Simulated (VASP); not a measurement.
Crystal: Al4B3P.

```xyz
8
Lattice="3.4367 0.0000 0.0000 -1.7184 2.9763 0.0000 0.0000 0.0000 9.8998" Properties=species:S:1:pos:R:3 pbc="T T T"
Al    0.0000    0.0000    1.1385
Al    0.0000    0.0000    6.1939
Al    0.0000    0.0000    3.7059
Al    0.0000    0.0000    8.7613
B     1.7184    0.9921    4.9499
B     0.0000    1.9842    2.4540
B     0.0000    1.9842    7.4457
P     1.7184    0.9921    0.0000
```

The cell was built by a generator and needn't be a form met in nature.

```yaml
Program: VASP 6.6.1
Task: relaxation of cell and atoms
Functional: PBE
Potentials_or_basis: VASP PAW PBE potentials, release 64 (Al, B, P)
Cutoff: 520 eV
k_mesh: 5 × 5 × 2
Occupations: gaussian, width 0.15 eV
Spin: no spin polarisation
```

At the start: pressure 10.1 GPa; volume 12.66 Å³/atom.

Problem. How do energy, volume and symmetry change on relaxing?

Solution. Over 21 steps the energy falls by 281.8 meV/atom and the volume is 12.25 Å³/atom (-3.3 %); space group P-6m2 (No. 187, to 0.05 Å).

Step by step:
```csv
step,energy change (eV),largest force (eV/Å),pressure (GPa),volume (Å³)
1,0.0000,5.3731,10.10,101.26
2,-1.2508,0.9248,-6.13,113.26
3,-1.3345,0.6687,-3.63,110.36
4,-1.5328,0.4820,-1.04,106.58
5,-1.6367,0.6869,4.32,100.83
6,-1.7539,0.5217,2.12,101.86
7,-1.9281,0.8155,-3.78,104.36
8,-1.9515,0.7115,-1.63,103.45
9,-1.9605,0.6466,-2.39,103.76
10,-2.0212,0.7751,-2.08,102.06
11,-2.0461,0.9372,-1.76,101.21
12,-2.0833,1.1419,-0.59,99.41
13,-2.0821,1.0827,-1.24,100.29
14,-2.0893,1.1139,-0.95,99.87
15,-2.1070,0.6204,1.24,97.53
16,-2.1375,0.6316,0.20,98.55
17,-2.1855,0.3407,-0.18,98.85
18,-2.2144,0.3298,-0.64,99.32
19,-2.2446,0.1921,-0.21,98.50
20,-2.2474,0.1703,-0.05,98.21
21,-2.2544,0.0734,0.07,97.96
```

Final structure:
```
CELL_PARAMETERS angstrom
2.97616 0.00000 0.00000
-1.48808 2.57743 0.00000
0.00000 0.00000 12.77093
ATOMIC_POSITIONS crystal
Al 0.00000 0.00000 0.15496
Al 0.00000 0.00000 0.61977
Al 0.00000 0.00000 0.38023
Al 0.00000 0.00000 0.84504
B 0.66667 0.33333 0.50000
B 0.33333 0.66667 0.26004
B 0.33333 0.66667 0.73996
P 0.66667 0.33333 0.00000
```

Caveat: the k mesh is coarse (spacing up to 0.42 Å⁻¹), so the values aren't converged.
